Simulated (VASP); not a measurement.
Ge:

```
CELL_PARAMETERS angstrom
0.00000 2.82891 2.82891
2.82891 0.00000 2.82891
2.82891 2.82891 0.00000
ATOMIC_POSITIONS crystal
Ge 0.00000 0.00000 0.00000
Ge 0.25000 0.25000 0.25000
```

Base run:

- Program: VASP 6.6.1
- Functional: PBEsol
- Potentials or basis: VASP PAW PBE potentials, release 64 (Ge_d)
- Cutoff: 520 eV
- k mesh: 9 × 9 × 9
- Occupations: fermi-dirac, width 0.05 eV
- Spin: no spin polarisation

Its results: band gap on the k mesh none (metal or under the smearing width); pressure 0.5 GPa.

Q: After a change of settings the same cell gave: band gap on the k mesh 0.40 eV, direct; pressure 0.7 GPa. Which change was it?
A. functional from PBEsol to r2SCAN
B. functional from PBEsol to HSE06; k mesh from 9 × 9 × 9 to 5 × 5 × 5
C. functional from PBEsol to LDA; potentials or basis from VASP PAW PBE potentials, release 64 (Ge_d) to VASP PAW LDA potentials, release 64 (Ge_d)

A: A.

r2SCAN gives the wider gap, since meta-GGAs in the generalised Kohn-Sham scheme recover part of the derivative discontinuity.

Caveats: the PAW data sets were made with another functional, which shifts forces and pressure a little; this crystal is a semiconductor, whose small gap the functional closes, so the metal is an error of the method (some runs); an odd mesh through Γ misses points on the zone boundary, where band edges often lie (some runs).

Runs at the PBE level aren't shown here.
